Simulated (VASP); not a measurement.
Consider the following.

```
MoP
1.0
    2.99699     0.00000     0.00000
   -1.49850     2.59547     0.00000
    0.00000     0.00000     8.08018
Mo P
2 2
Cartesian
  0.00000   1.73032   0.30753
  1.49850   0.86516   4.34761
  0.00000   1.73032   2.72254
  1.49850   0.86516   6.76263
```

Computed with PBEsol GGA, VASP's PBE PAW potentials (set 64) (plane waves; VASP 6.6.1). Numerical set-up: 400 eV cut-off, 13×13×5 Γ-centred mesh, tetrahedra with Blöchl corrections, potentials Mo_sv P.

Question: Predict the energy per atom (σ→0), band gap (on the k-mesh) with the smallest direct gap where there is one.

Answer: 
```json
{
  "band gap (on the k-mesh)": "none (metal, semimetal or under 0.01 eV)",
  "energy per atom (σ→0)": "-8.857 eV/atom"
}
```

The absolute energy has meaning only against runs of the same code, potentials and settings.

The structure was generated: MoP was put into the wurtzite type (P6_3mc), which need not be its known phase. It was relaxed first, which changed the volume by -43 %.
